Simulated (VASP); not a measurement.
KAl4:

```xyz
5
Lattice="4.0143 0.0000 0.0000 0.0000 4.0143 0.0000 0.0000 0.0000 7.5219" Properties=species:S:1:pos:R:3 pbc="T T T"
K     0.0000    0.0000    3.7609
Al    0.0000    0.0000    0.8377
Al    0.0000    0.0000    6.6842
Al    2.0071    2.0071    6.5377
Al    2.0071    2.0071    0.9842
```

The cell was built by a generator and needn't be a form met in nature.

The cell isn't the ideal one: random cell by space group and Wyckoff sites (P4/mmm, No. 123).

```yaml
Program: VASP 6.6.1
Task: relaxation of cell and atoms
Functional: PBE
Potentials_or_basis: VASP PAW PBE potentials, release 64 (K_sv, Al)
Cutoff: 600 eV
k_mesh: 4 × 4 × 2
Occupations: gaussian, width 0.1 eV
Spin: no spin polarisation
```

At the start: pressure 24.9 GPa; volume 24.24 Å³/atom.

**Question.** Where does the relaxation end?

**Answer.** Over 19 steps the energy falls by 1844.2 meV/atom and the volume is 26.62 Å³/atom (+9.8 %); space group P4/mmm (No. 123, to 0.05 Å).

Step by step:
| step | energy change (eV) | largest force (eV/Å) | pressure (GPa) | volume (Å³) |
| --- | --- | --- | --- | --- |
| 1 | 0.0000 | 20.8371 | 24.93 | 121.21 |
| 2 | -6.9041 | 1.0039 | -2.12 | 185.55 |
| 3 | -7.0766 | 0.9235 | -2.60 | 184.52 |
| 4 | -7.0946 | 0.9233 | -2.58 | 183.29 |
| 5 | -7.7569 | 1.4672 | -2.60 | 152.68 |
| 6 | -8.3419 | 1.9933 | -1.25 | 137.05 |
| 7 | -8.2148 | 1.2775 | 1.98 | 129.16 |
| 8 | -8.3653 | 1.9799 | -0.62 | 135.17 |
| 9 | -8.3774 | 1.8270 | -0.06 | 133.44 |
| 10 | -8.3767 | 1.9036 | -0.31 | 134.19 |
| 11 | -8.9270 | 1.1233 | -0.99 | 133.77 |
| 12 | -9.1072 | 0.7946 | -0.21 | 132.82 |
| 13 | -9.1078 | 0.8074 | -0.31 | 132.91 |
| 14 | -9.1793 | 0.5393 | -0.08 | 131.92 |
| 15 | -9.2060 | 0.1015 | 0.35 | 130.81 |
| 16 | -9.2063 | 0.1519 | 0.30 | 130.92 |
| 17 | -9.2181 | 0.0546 | 0.21 | 131.77 |
| 18 | -9.2207 | 0.0426 | 0.16 | 132.44 |
| 19 | -9.2212 | 0.0159 | -0.06 | 133.11 |

Final structure:
```
K Al
1.0
     3.80243    0.00000    0.00000
     0.00000    3.80243    0.00000
     0.00000    0.00000    9.20625
K Al
1 4
Direct
  0.00000 0.00000 0.50000
  0.00000 0.00000 0.14281
  0.00000 0.00000 0.85719
  0.50000 0.50000 0.84041
  0.50000 0.50000 0.15959
```

Caveat: the k mesh is coarse (spacing up to 0.42 Å⁻¹), so the values aren't converged.
